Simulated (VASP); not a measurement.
All values below come from PBE GGA, VASP's PBE PAW potentials (set 64) (plane waves; VASP).

Input for VASP

**KPOINTS**
```
Automatic mesh
0
Gamma
4 4 4
0 0 0
```

INCAR:
```
# general
SYSTEM  =  InSb
PREC    =  Normal
ENCUT   =  500
LREAL   =  .FALSE.
LASPH   =  .TRUE.

# electronic loop
EDIFF   =  1E-8
NELM    =  100
ALGO    =  Normal

# smearing
ISMEAR  =  0
SIGMA   =  0.01

# functional
GGA     =  PE

# output
LWAVE   =  .TRUE.
LCHARG  =  .FALSE.
```

File POSCAR:
```
InSb
4.6423480
  0.0000000000   0.7071068347   0.7071068347
  0.7071068347   0.0000000000   0.7071068347
  0.7071068347   0.7071068347   0.0000000000
In Sb
1 1
Cart
  0.0000000000   0.0000000000   0.0000000000
  0.3535534174   0.3535534174   0.3535534174
```

POTCAR, in this order: In_d_GW Sb_d_GW (PBE.64 set). Program: vasp_std.

The run wrote:

File OSZICAR:
```
       N       E                     dE             d eps       ncg     rms          rms(c)
DAV:   1     0.278024092391E+03    0.27802E+03   -0.99809E+03   354   0.131E+04
DAV:   2     0.412818974706E+02   -0.23674E+03   -0.23439E+03   554   0.125E+03
DAV:   3    -0.138309043505E+01   -0.42665E+02   -0.42205E+02   546   0.372E+02
DAV:   4    -0.665040263158E+01   -0.52673E+01   -0.52443E+01   570   0.112E+02
DAV:   5    -0.692655056222E+01   -0.27615E+00   -0.27570E+00   552   0.206E+01    0.392E+00
DAV:   6    -0.683583307460E+01    0.90717E-01   -0.41241E-01   560   0.267E+01    0.236E+00
DAV:   7    -0.682293208977E+01    0.12901E-01   -0.10938E-01   550   0.882E+00    0.891E-01
DAV:   8    -0.682530852465E+01   -0.23764E-02   -0.12488E-02   504   0.673E+00    0.264E-01
DAV:   9    -0.682598062242E+01   -0.67210E-03   -0.12850E-03   536   0.140E+00    0.573E-02
DAV:  10    -0.682611442592E+01   -0.13380E-03   -0.16401E-04   452   0.530E-01    0.172E-02
DAV:  11    -0.682615807110E+01   -0.43645E-04   -0.71349E-05   496   0.163E-01    0.117E-02
DAV:  12    -0.682615848230E+01   -0.41120E-06   -0.21583E-06   574   0.288E-02    0.536E-03
DAV:  13    -0.682615965631E+01   -0.11740E-05   -0.18450E-06   400   0.174E-02    0.107E-03
DAV:  14    -0.682615973017E+01   -0.73865E-07   -0.98201E-08   356   0.535E-03    0.341E-04
DAV:  15    -0.682615976271E+01   -0.32537E-07   -0.68688E-09   360   0.226E-03    0.119E-04
DAV:  16    -0.682615978184E+01   -0.19133E-07   -0.86510E-10   240   0.930E-04    0.520E-05
DAV:  17    -0.682615978412E+01   -0.22760E-08   -0.57145E-10   200   0.150E-03
   1 F= -.68261598E+01 E0= -.68260393E+01  d E =-.241035E-03
```

**OUTCAR**
```
------------------------ aborting loop because EDIFF is reached ----------------------------------------
  FORCE on cell =-STRESS in cart. coord.  units (eV):
  Direction    XX          YY          ZZ          XY          YZ          ZX
  --------------------------------------------------------------------------------------
  Total        0.7441354      0.7441354      0.7441354      0.0000000      0.0000000      0.0000000
  in kB       16.8525020     16.8525020     16.8525020      0.0000000      0.0000000      0.0000000
  external PRESSURE =      16.8525020 kB  Pullay stress =       0.0000000 kB
  volume of cell :       70.75
      direct lattice vectors                 reciprocal lattice vectors
     0.000000000  3.282636000  3.282636000    -0.152316614  0.152316614  0.152316614
     3.282636000  0.000000000  3.282636000     0.152316614 -0.152316614  0.152316614
     3.282636000  3.282636000  0.000000000     0.152316614  0.152316614 -0.152316614
  FREE ENERGIE OF THE ION-ELECTRON SYSTEM (eV)
  ---------------------------------------------------
  free  energy   TOTEN  =        -6.8261597841 eV

  energy  without entropy=       -6.8259187492  energy(sigma->0) =       -6.82603927
```
(Selected blocks of OUTCAR.)

The compound is InSb in the zinc blende structure. This cell is one point of a volume scan, at 1.04 of the reference volume. The k-mesh is coarse (spacing up to 0.41 per Å, 2π included), so the numbers may not be converged in it.
